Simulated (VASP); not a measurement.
A run of VASP 6.6.1:

INCAR

```
PREC = Accurate
ENCUT = 400
EDIFF = 1E-6
ISMEAR = 0
SIGMA = 0.05
LREAL = Auto
LASPH = T
NELM = 60
ALGO = Normal
ISIF = 2
LWAVE = F
LCHARG = F
GGA = MK
LUSE_VDW = T
AGGAC = 0.0
PARAM1 = 0.1234
PARAM2 = 0.711357
ZAB_VDW = -1.8867
NBANDS = 388
ISYM = 0
NCORE = 4
```

KPOINTS

```
Automatic mesh
0
Gamma
  1 1 1
```

File POSCAR:

```
Ge48PH19                                
1.0
    8.0016203359      8.0016203359      0.0000000000
   -8.0016203359      8.0016203359      0.0000000000
    0.0000000000      0.0000000000     23.7419000000
  Ge              H               P             
    48    19     1
Selective dynamics
Direct
     0.6852101726000422    0.3142891664750986    0.4205645719494973   T   T   T
     0.8123869635728218    0.6808061986313091    0.4205725012720704   T   T   T
     0.0495971329780872    0.9502881267652349    0.4363265467135337   T   T   T
     0.3189716461081674    0.1873958767493798    0.4206589597328402   T   T   T
     0.9682828002506705    0.5335272526888514    0.4556024759578887   T   T   T
     0.2069228964181127    0.7928674235541608    0.4347668567877366   T   T   T
     0.4660053135273606    0.0311708886610442    0.4557382482761468   T   T   T
     0.5335318238799998    0.4662693137970287    0.4567239373474750   T   T   T
     0.8761712725396097    0.3891789636412676    0.3862691609001203   T   T   T
     0.8803290235822299    0.8710298848205724    0.3834971907843541   T   T   T
     0.1287568225490772    0.1197120299626563    0.3835716904913976   T   T   T
     0.3878192734949683    0.3798061675038083    0.3870540097357550   T   T   T
     0.1111307167160888    0.6262378661668281    0.3860020189040285   T   T   T
     0.3735394789104878    0.8885327759104212    0.3859198679148569   T   T   T
     0.6106206841341086    0.1231889566239261    0.3865422442645609   T   T   T
     0.6199668512139116    0.6120306711949965    0.3870484203589294   T   T   T
     0.9979799414343680    0.2522820336672432    0.3288687770371981   T   T   T
     0.0017388236885018    0.7480406380626420    0.3180211878198003   T   T   T
     0.2522567550286710    0.9986713638439623    0.3180551050849345   T   T   T
     0.4989283365751224    0.2504263422605534    0.3186789066680544   T   T   T
     0.2484424799937454    0.5013731235266760    0.3305269787906067   T   T   T
     0.4986791672467675    0.7515002689830627    0.3304678365827692   T   T   T
     0.7477272679513520    0.0019594916803205    0.3289197027788943   T   T   T
     0.7498903453197349    0.5016097799657055    0.3185532291068196   T   T   T
     0.8733419150316757    0.1266260163786047    0.2674032980998914   T   T   T
     0.8755680364518806    0.6249666838822561    0.2597900213170139   T   T   T
     0.1244119021214140    0.8759313284589350    0.2601665557457229   T   T   T
     0.3754968199147768    0.1247738015157685    0.2598329354394996   T   T   T
     0.1267772352670217    0.3746662944173098    0.2677592546464543   T   T   T
     0.3729449437449358    0.6270344497801569    0.2683518087259171   T   T   T
     0.6254080531291857    0.8732363558177733    0.2677501565810964   T   T   T
     0.6231661841924357    0.3771323935765277    0.2602895420709613   T   T   T
     0.7504943879926936    0.2495283530043070    0.2036284062281293   T   T   T
     0.7482831718669324    0.7516527989294460    0.2033871257498576   T   T   T
     0.9968578921717305    0.0031194933057905    0.2039357101235370   T   T   T
     0.2483983942880003    0.2517243597992751    0.2034194919562980   T   T   T
     0.0027795988236405    0.4972016937538810    0.2039227940886565   T   T   T
     0.2511995850467958    0.7488421484804932    0.2035380856891218   T   T   T
     0.5028357437094949    0.9972102846791201    0.2039282521121492   T   T   T
     0.4957775953710434    0.5041957328878849    0.2040728864920527   T   T   T
     0.8750000000000000    0.3750000000000000    0.1448662490999979   F   F   F
     0.8750000000000000    0.8750000000000000    0.1448662490999979   F   F   F
     0.1250000000000000    0.1250000000000000    0.1448662490999979   F   F   F
     0.3750000000000000    0.3750000000000000    0.1448662490999979   F   F   F
     0.1250000000000000    0.6250000000000000    0.1448662490999979   F   F   F
     0.3750000000000000    0.8750000000000000    0.1448662490999979   F   F   F
     0.6250000000000000    0.1250000000000000    0.1448662490999979   F   F   F
     0.6250000000000000    0.6250000000000000    0.1448662490999979   F   F   F
     0.9510221023000014    0.2989778976999986    0.1052990704000010   F   F   F
     0.7989778976999986    0.4510221023000014    0.1052990704000010   F   F   F
     0.9510221023000014    0.7989778976999986    0.1052990704000010   F   F   F
     0.7989778976999986    0.9510221023000014    0.1052990704000010   F   F   F
     0.2010221023000014    0.0489778976999986    0.1052990704000010   F   F   F
     0.0489778976999986    0.2010221023000014    0.1052990704000010   F   F   F
     0.4510221023000014    0.2989778976999986    0.1052990704000010   F   F   F
     0.2989778976999986    0.4510221023000014    0.1052990704000010   F   F   F
     0.2010221023000014    0.5489778976999986    0.1052990704000010   F   F   F
     0.0489778976999986    0.7010221023000014    0.1052990704000010   F   F   F
     0.4510221023000014    0.7989778976999986    0.1052990704000010   F   F   F
     0.2989778976999986    0.9510221023000014    0.1052990704000010   F   F   F
     0.7010221023000014    0.0489778976999986    0.1052990704000010   F   F   F
     0.5489778976999986    0.2010221023000014    0.1052990704000010   F   F   F
     0.7010221023000014    0.5489778976999986    0.1052990704000010   F   F   F
     0.5489778976999986    0.7010221023000014    0.1052990704000010   F   F   F
     0.2772566215500911    0.8661575427246858    0.5434022567787197   T   T   T
     0.1366478832953955    0.7487012010812875    0.5472882567107326   T   T   T
     0.0136873983906750    0.9862007116022405    0.4972192032677777   T   T   T
     0.2566548355087342    0.7453655626009166    0.5282943871322306   T   T   T
```

Potentials or basis: VASP PAW PBE potentials, release 64 (Ge_d, H, P).

Command:

```console
$ cat potpaw_PBE.64/Ge_d/POTCAR potpaw_PBE.64/H/POTCAR potpaw_PBE.64/P/POTCAR > POTCAR
$ mpirun -np 8 vasp_gam > vasp.out
```

Hardware: 8 MPI ranks on AMD EPYC 9R45 (Zen 5), with other jobs on the host.

Estimate the wall time of this run.

Wall time 6.7 min on 8 MPI ranks on AMD EPYC 9R45 (Zen 5), on a shared host, peak memory 1 GiB a rank. Counts: scf iterations 34, k points 1.
